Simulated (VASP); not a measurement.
Output of a VASP run:

**OUTCAR**
```
 ion  position               nearest neighbor table
   1  0.000  0.000  0.000-
  LATTYP: Found a body centered cubic cell.
 ALAT       =     3.4900000000
 Subroutine PRICEL returns:
 Original cell was already a primitive cell.
 Subroutine GETGRP returns: Found 48 space group operations
The static configuration has the point symmetry O_h .
The dynamic configuration has the point symmetry O_h .
 Subroutine INISYM returns: Found 48 space group operations
 Subroutine IBZKPT returns following result:
 Found     84 irreducible k-points:

 Following reciprocal coordinates:
            Coordinates               Weight
  0.000000  0.000000  0.000000      1.000000
  0.076923  0.000000  0.000000     12.000000
  0.153846  0.000000  0.000000     12.000000
  0.230769  0.000000  0.000000     12.000000
  0.307692  0.000000  0.000000     12.000000
  0.384615  0.000000  0.000000     12.000000
  0.461538  0.000000  0.000000     12.000000
  0.076923  0.076923  0.000000     24.000000
  0.153846  0.076923 -0.000000     48.000000
  0.230769  0.076923  0.000000     48.000000
  0.307692  0.076923 -0.000000     48.000000
  0.384615  0.076923  0.000000     48.000000
  0.461538  0.076923  0.000000     24.000000
  0.153846  0.153846  0.000000     24.000000
  0.230769  0.153846  0.000000     48.000000
  0.307692  0.153846  0.000000     48.000000
  0.384615  0.153846  0.000000     48.000000
  0.230769  0.230769  0.000000     24.000000
  0.307692  0.230769  0.000000     48.000000
  0.384615  0.230769  0.000000     24.000000
  0.307692  0.307692  0.000000     24.000000
  0.076923  0.076923  0.076923      8.000000
  0.153846  0.076923  0.076923     24.000000
  0.230769  0.076923  0.076923     24.000000
  0.307692  0.076923  0.076923     24.000000
  0.384615  0.076923  0.076923     24.000000
 -0.076923  0.076923  0.076923      6.000000
  0.153846  0.153846  0.076923     24.000000
  0.230769  0.153846  0.076923     48.000000
  0.307692  0.153846  0.076923     48.000000
  0.384615  0.153846  0.076923     24.000000
 -0.153846  0.153846  0.076923     24.000000
  0.230769  0.230769  0.076923     24.000000
  0.307692  0.230769  0.076923     48.000000
 -0.230769  0.230769  0.076923     24.000000
 -0.153846  0.230769  0.076923     24.000000
  0.307692  0.307692  0.076923      8.000000
 -0.307692  0.307692  0.076923     24.000000
 -0.230769  0.307692  0.076923     48.000000
 -0.384615  0.384615  0.076923     24.000000
   k-points           NKPTS =     84   k-points in BZ     NKDIM =     84   number of bands    NBANDS=      5
   number of dos      NEDOS =    301   number of ions     NIONS =      1
   total plane-waves  NPLWV =  13824
   dimension x,y,z NGX =    24 NGY =   24 NGZ =   24
   dimension x,y,z NGXF=    48 NGYF=   48 NGZF=   48
   ions per type =               1
   PREC   = accura    normal or accurate (medium, high low for compatibility)
   ISTART =      0    job   : 0-new  1-cont  2-samecut
   ICHARG =      2    charge: 1-file 2-atom 10-const
   ISPIN  =      1    spin polarized calculation?
   LNONCOLLINEAR =      F non collinear calculations
   LSORBIT =      F    spin-orbit coupling
   INIWAV =      1    electr: 0-lowe 1-rand  2-diag
   ENCUT  =  530.0 eV  38.95 Ry    6.24 a.u.   5.67  5.67  5.67*2*pi/ulx,y,z
   NELM   =    100;   NELMIN=  2; NELMDL= -5     # of ELM steps
   EDIFF  = 0.1E-05   stopping-criterion for ELM
   LREAL  =      F    real-space projection
   NLSPLINE    = F    spline interpolate recip. space projectors
   LMAXMIX     =    2 max onsite mixed and CHGCAR
   VOSKOWN=      0    Vosko Wilk Nusair interpolation
   EDIFFG = -.1E-01   stopping-criterion for IOM
   NSW    =     60    number of steps for IOM
   NBLOCK =      1;   KBLOCK =     60    inner block; outer block
   IBRION =      2    ionic relax: 0-MD 1-quasi-New 2-CG
   NFREE  =      1    steps in history (QN), initial steepest desc. (CG)
...
```

OSZICAR:
```
...
DAV:  19    -0.238286314617E+01   -0.13728E-03   -0.17560E-04   925   0.111E-01    0.305E-03
DAV:  20    -0.238284552346E+01    0.17623E-04   -0.39352E-06   875   0.227E-02    0.294E-03
DAV:  21    -0.238284684059E+01   -0.13171E-05   -0.13904E-07   725   0.443E-03    0.241E-03
DAV:  22    -0.238283161513E+01    0.15225E-04   -0.12744E-06   925   0.142E-02    0.211E-03
DAV:  23    -0.238283189603E+01   -0.28089E-06   -0.26218E-07   840   0.834E-03
   1 F= -.23828319E+01 E0= -.23828022E+01  d E =-.238283E+01
       N       E                     dE             d eps       ncg     rms          rms(c)
DAV:   1    -0.238332941686E+01   -0.49780E-03   -0.37863E-03  1100   0.674E-01    0.133E-01
DAV:   2    -0.238330944263E+01    0.19974E-04   -0.57972E-04   925   0.261E-01    0.902E-02
DAV:   3    -0.238373441227E+01   -0.42497E-03   -0.42316E-04   845   0.257E-01    0.274E-02
DAV:   4    -0.238316014752E+01    0.57426E-03   -0.34981E-04   850   0.318E-01    0.130E-02
DAV:   5    -0.238310122590E+01    0.58922E-04   -0.33839E-05   840   0.854E-02    0.617E-03
DAV:   6    -0.238311545674E+01   -0.14231E-04   -0.10319E-06  1065   0.151E-02    0.775E-03
DAV:   7    -0.238305200241E+01    0.63454E-04   -0.26480E-05   945   0.619E-02    0.397E-03
DAV:   8    -0.238305479356E+01   -0.27912E-05   -0.42663E-07  1235   0.814E-03    0.380E-03
DAV:   9    -0.238302030531E+01    0.34488E-04   -0.55902E-06   930   0.272E-02    0.213E-03
DAV:  10    -0.238299899473E+01    0.21311E-04   -0.65679E-06   865   0.314E-02    0.573E-04
DAV:  11    -0.238300701847E+01   -0.80237E-05   -0.33594E-07   895   0.631E-03    0.276E-04
DAV:  12    -0.238300973941E+01   -0.27209E-05   -0.27213E-08   430   0.198E-03    0.168E-04
DAV:  13    -0.238300923272E+01    0.50668E-06   -0.97935E-09   435   0.157E-03
   2 F= -.23830092E+01 E0= -.23829784E+01  d E =-.177337E-03
       N       E                     dE             d eps       ncg     rms          rms(c)
DAV:   1    -0.238354500042E+01   -0.53526E-03   -0.92432E-03  1105   0.106E+00    0.207E-01
DAV:   2    -0.238352699573E+01    0.18005E-04   -0.13209E-03   925   0.400E-01    0.139E-01
DAV:   3    -0.238409736079E+01   -0.57037E-03   -0.66436E-04   840   0.374E-01    0.351E-02
DAV:   4    -0.238334355183E+01    0.75381E-03   -0.90062E-04   850   0.482E-01    0.173E-02
DAV:   5    -0.238305661890E+01    0.28693E-03   -0.14010E-04   840   0.184E-01    0.785E-03
DAV:   6    -0.238306956644E+01   -0.12948E-04   -0.72979E-06  1315   0.238E-02    0.990E-03
DAV:   7    -0.238307065270E+01   -0.10863E-05   -0.49543E-06   885   0.311E-02    0.105E-02
DAV:   8    -0.238302628890E+01    0.44364E-04   -0.11936E-05   945   0.369E-02    0.102E-02
DAV:   9    -0.238302798794E+01   -0.16990E-05   -0.29246E-06  1080   0.229E-02    0.103E-02
DAV:  10    -0.238304677571E+01   -0.18788E-04   -0.13067E-06   910   0.116E-02    0.110E-02
DAV:  11    -0.238299131955E+01    0.55456E-04   -0.18753E-05   880   0.341E-02    0.864E-03
DAV:  12    -0.238293170156E+01    0.59618E-04   -0.23518E-05   955   0.372E-02    0.638E-03
DAV:  13    -0.238289494975E+01    0.36752E-04   -0.97124E-06   915   0.241E-02    0.480E-03
DAV:  14    -0.238287463980E+01    0.20310E-04   -0.27251E-06   990   0.135E-02    0.397E-03
DAV:  15    -0.238276264509E+01    0.11199E-03   -0.57072E-05   885   0.587E-02    0.103E-03
DAV:  16    -0.238276367152E+01   -0.10264E-05   -0.38667E-07   995   0.850E-03    0.244E-04
DAV:  17    -0.238276281593E+01    0.85558E-06   -0.58971E-08   550   0.326E-03
   3 F= -.23827628E+01 E0= -.23827294E+01  d E =0.690801E-04
```

OUTCAR:
```
------------------------ aborting loop because EDIFF is reached ----------------------------------------
  FORCE on cell =-STRESS in cart. coord.  units (eV):
  Direction    XX          YY          ZZ          XY          YZ          ZX
  --------------------------------------------------------------------------------------
  Total       -0.0079074     -0.0079074     -0.0079074     -0.0000000     -0.0000000      0.0000000
  in kB       -0.6080052     -0.6080052     -0.6080052     -0.0000000     -0.0000000      0.0000000
  external PRESSURE =      -0.6080052 kB  Pullay stress =       0.0000000 kB
  volume of cell :       20.84
      direct lattice vectors                 reciprocal lattice vectors
    -1.733506904  1.733506904  1.733506904     0.000000000  0.288432656  0.288432656
     1.733506904 -1.733506904  1.733506904     0.288432656  0.000000000  0.288432656
     1.733506904  1.733506904 -1.733506904     0.288432656  0.288432656  0.000000000
 POSITION                                       TOTAL-FORCE (eV/Angst)
 -----------------------------------------------------------------------------------
      0.00000      0.00000      0.00000         0.000000      0.000000      0.000000
 -----------------------------------------------------------------------------------
    total drift:                                0.000000      0.000000     -0.000000
  FREE ENERGIE OF THE ION-ELECTRON SYSTEM (eV)
  ---------------------------------------------------
  free  energy   TOTEN  =        -2.3827628159 eV

  energy  without entropy=       -2.3826626455  energy(sigma->0) =       -2.38272943

 reached required accuracy - stopping structural energy minimisation
```
(Selected blocks of OUTCAR.)

### POSCAR
```
Li
1
   -1.7450000000     1.7450000000     1.7450000000
    1.7450000000    -1.7450000000     1.7450000000
    1.7450000000     1.7450000000    -1.7450000000
Li
1
Direct
  0.0000000000   0.0000000000   0.0000000000
```

**Question.** Write an INCAR and KPOINTS that could have produced this output.

**Answer.** Several could match; the one computed here: the input of the run itself, r2SCAN meta-GGA, plane waves, VASP's PBE PAW potentials (set 64).

File KPOINTS:
```
Automatic mesh
0
Gamma
13 13 13
0 0 0
```

### INCAR
```
! general
SYSTEM =Li
PREC   =Accurate
ENCUT  =530
LREAL  =.FALSE.
LASPH  =.TRUE.

! electronic loop
EDIFF  =1E-6
NELM   =100
ALGO   =Normal
LMIXTAU=.TRUE.

! smearing
ISMEAR =1
SIGMA  =0.1

! functional
METAGGA=R2SCAN

! ions
IBRION =2
NSW    =60
ISIF   =3
EDIFFG =-0.01

! output
LWAVE  =.FALSE.
LCHARG =.FALSE.
```

POTCAR, in this order: Li_sv (PBE.64 set). Program: vasp_std.

The compound is Li in the bcc structure. This run relaxes it. Symmetry was kept, so distortions that lower it aren't found.
